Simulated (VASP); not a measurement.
VASP runs on EuO (rock salt) share one base input (PBE GGA, plane waves, VASP's PBE PAW potentials (set 64)) and change the settings named in each case.

File KPOINTS:
```
Automatic mesh
0
Gamma
8 8 8
0 0 0
```

INCAR:
```
ALGO = Normal
EDIFF = 1E-6
ENCUT = 520
GGA = PE
ISIF = 2
ISMEAR = 0
LASPH = T
LCHARG = F
LMAXMIX = 6
LREAL = F
LWAVE = F
NELM = 100
PREC = Accurate
SIGMA = 0.05
SYSTEM = EuO
```

**POSCAR**
```
EuO
2.62140
  0.0000000000   1.0000000000   1.0000000000
  1.0000000000   0.0000000000   1.0000000000
  1.0000000000   1.0000000000   0.0000000000
Eu O
1 1
Direct
  0.0000000000   0.0000000000   0.0000000000
  0.5000000000   0.5000000000   0.5000000000
```

POTCAR, in this order: Eu_2 O (PBE.64 set). Program: vasp_std.

```csv
change,pressure (GPa),gap on the mesh (eV),electronic steps
base run,-12.09,2.93,13
EDIFF = 1E-2,-10.99,2.88,8
EDIFF = 1E-3,___,___,9
EDIFF = 1E-4,-12.18,2.92,11
EDIFF = 1E-5,-12.12,2.93,12
EDIFF = 1E-8,-12.10,2.93,16
```

Problem. Some entries are withheld; supply them.

Solution. 
- EDIFF = 1E-3, pressure (GPa): -11.55
- EDIFF = 1E-3, gap on the mesh (eV): 2.91

The 4f electrons are frozen in the core of the lanthanide potential, so 4f levels, which can set the real gap, and their magnetism are missing.

Left out are runs that ran out of time, are held back, or changed the cell or the kind of run, fixed moments of cells without a moment, rows past the twelfth, gaps on odd meshes, pressures of charged cells and columns that move by less than the noise.

The compound is EuO in the rock salt structure. The cell was not relaxed at this level.
